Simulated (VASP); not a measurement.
Given:

```yaml
crystal:
  lattice:
    - [0.00000, 2.58000, 2.58000]
    - [2.58000, 0.00000, 2.58000]
    - [2.58000, 2.58000, 0.00000]
  atoms:
    - { symbol: Sr, position: [0.00000, 0.00000, 0.00000] }
    - { symbol: O, position: [0.50000, 0.50000, 0.50000] }
```

Calculation: PBE GGA, VASP's PBE PAW potentials (set 64) (plane waves; VASP 6.6.1). Run with 800 eV cut-off, 8×8×8 Γ-centred mesh, Gaussian smearing of 0.050 eV, potentials Sr_sv O.

**Question.** Give the stress tensor in GPa (positive for a compressed cell).

**Answer.** 
```
2.36  0.00  0.00
0.00  2.36  0.00
0.00  0.00  2.36
```
The pressure is its mean diagonal, 2.36 GPa.

The compound is SrO in the rock salt structure. The cell was not relaxed at this level. The run is one of a series of settings (ENCUT = 800 against the base run), some of them coarse on purpose.
